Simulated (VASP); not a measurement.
A run of VASP 6.6.1 is set up as follows.

Contents of INCAR:

```
SYSTEM = Be3CdO4
PREC = Normal
ENCUT = 520
EDIFF = 1E-4
ISMEAR = 0
SIGMA = 0.15
LREAL = .False.
LASPH = .True.
NELM = 60
ALGO = Fast
ISIF = 3
LWAVE = .False.
LCHARG = .False.
GGA = PE
IBRION = 2
NSW = 24
EDIFFG = -0.08
```

KPOINTS

```
Automatic mesh
0
Gamma
  4 4 4
  0 0 0
```

The input POSCAR:

```
Be3CdO4
1.0
   -2.8879554300      2.8879554300      2.8879554300
    2.8879554300     -2.8879554300      2.8879554300
    2.8879554300      2.8879554300     -2.8879554300
Be Cd O
3 1 4
Direct
    0.0000000000      0.5000000000      0.5000000000
    0.5000000000      0.0000000000      0.5000000000
    0.5000000000      0.5000000000      0.0000000000
    0.0000000000      0.0000000000      0.0000000000
    0.5000000000      0.5000000000      0.5000000000
    0.0000000000      0.0000000000      0.5000000000
    0.0000000000      0.5000000000      0.0000000000
    0.5000000000      0.0000000000      0.0000000000
```

Potentials or basis: VASP PAW PBE potentials, release 64 (Be, Cd, O).

Run with:

```sh
$ cat potpaw_PBE.64/Be/POTCAR potpaw_PBE.64/Cd/POTCAR potpaw_PBE.64/O/POTCAR > POTCAR
$ mpirun -np 1 vasp_std > vasp.out
```

What does it give for the relaxed cell?

a = 4.492 Å, b = 4.492 Å, c = 4.492 Å, α = 109.47°, β = 109.47°, γ = 109.47°.

What does it give for the space group after relaxing (to 0.05 Å)?

Im-3m (No. 229).

What does it give for the relaxed volume?

8.72 Å³/atom.

Estimate the band gap on the k mesh.

0.16 eV, indirect (least direct gap 0.55 eV).

Step by step:
```
step  energy change (eV)  largest force (eV/Å)  pressure (GPa)  volume (Å³)
   1              0.0000                0.0000          -28.10        96.35
   2             -3.0913                0.0000           -0.32        69.79
```

Caveat: the volume moved by over 15 % at a fixed basis, so the end points are rough; the relaxation stopped at a loose force limit of 0.08 eV/Å, so its end isn't a converged minimum. A k mesh can miss the band edges.
